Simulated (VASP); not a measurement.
Calculation: PBEsol GGA, VASP's PBE PAW potentials (set 64) (plane waves; VASP).

VASP input:

**INCAR**
```
SYSTEM = Cs
PREC = Accurate; ENCUT = 520; LREAL = F
LASPH = T
EDIFF = 1E-7; NELM = 100; ALGO = Normal
LMAXMIX = 4
ISMEAR = 1; SIGMA = 0.1
GGA = PS
ISIF = 2
LWAVE = F; LCHARG = F
```

### KPOINTS
```
Automatic mesh
0
gamma
  9 9 9
0 0 0
```

**POSCAR**
```
Cs
1
   -2.9715744549     2.9715744549     2.9715744549
    2.9715744549    -2.9715744549     2.9715744549
    2.9715744549     2.9715744549    -2.9715744549
Cs
1
Direct
  0.0000000000   0.0000000000   0.0000000000
```

POTCAR, in this order: Cs_sv (PBE.64 set). Program: vasp_std.

Output of the run:

**OSZICAR**
```
       N       E                     dE             d eps       ncg     rms          rms(c)
DAV:   1     0.525909696549E+02    0.52591E+02   -0.31288E+03   560   0.799E+02
DAV:   2     0.338137261748E+01   -0.49210E+02   -0.48727E+02   752   0.123E+02
DAV:   3    -0.896306606479E+00   -0.42777E+01   -0.42763E+01   592   0.449E+01
DAV:   4    -0.943375294718E+00   -0.47069E-01   -0.47067E-01  1016   0.573E+00
DAV:   5    -0.943397510402E+00   -0.22216E-04   -0.22216E-04   720   0.851E-02    0.136E-01
DAV:   6    -0.942911370173E+00    0.48614E-03   -0.14000E-03   936   0.217E-01    0.930E-02
DAV:   7    -0.943001586569E+00   -0.90216E-04   -0.33140E-03   784   0.355E-01    0.357E-02
DAV:   8    -0.943064696023E+00   -0.63109E-04   -0.10323E-04   784   0.911E-02    0.549E-03
DAV:   9    -0.943066248084E+00   -0.15521E-05   -0.25678E-06   960   0.106E-02    0.284E-03
DAV:  10    -0.943065823875E+00    0.42421E-06   -0.61219E-07   824   0.508E-03    0.411E-04
DAV:  11    -0.943065877183E+00   -0.53309E-07   -0.15917E-08   592   0.939E-04
   1 F= -.94306588E+00 E0= -.94261230E+00  d E =-.136073E-02
```

### OUTCAR
```
------------------------ aborting loop because EDIFF is reached ----------------------------------------
  FORCE on cell =-STRESS in cart. coord.  units (eV):
  Direction    XX          YY          ZZ          XY          YZ          ZX
  --------------------------------------------------------------------------------------
  Total        0.0467223      0.0467223      0.0467223      0.0000000     -0.0000000      0.0000000
  in kB        0.7132056      0.7132056      0.7132056      0.0000000     -0.0000000      0.0000000
  external PRESSURE =       0.7132056 kB  Pullay stress =       0.0000000 kB
  volume of cell :      104.96
      direct lattice vectors                 reciprocal lattice vectors
    -2.971574455  2.971574455  2.971574455     0.000000000  0.168260970  0.168260970
     2.971574455 -2.971574455  2.971574455     0.168260970  0.000000000  0.168260970
     2.971574455  2.971574455 -2.971574455     0.168260970  0.168260970  0.000000000
 POSITION                                       TOTAL-FORCE (eV/Angst)
 -----------------------------------------------------------------------------------
      0.00000      0.00000      0.00000        -0.000000     -0.000000     -0.000000
 -----------------------------------------------------------------------------------
    total drift:                                0.000000     -0.000000     -0.000000
  FREE ENERGIE OF THE ION-ELECTRON SYSTEM (eV)
  ---------------------------------------------------
  free  energy   TOTEN  =        -0.9430658772 eV

  energy  without entropy=       -0.9417051499  energy(sigma->0) =       -0.94261230
```
(Selected blocks of OUTCAR.)

The compound is Cs in the bcc structure. This cell is one point of a volume scan, at 0.97 of the reference volume.
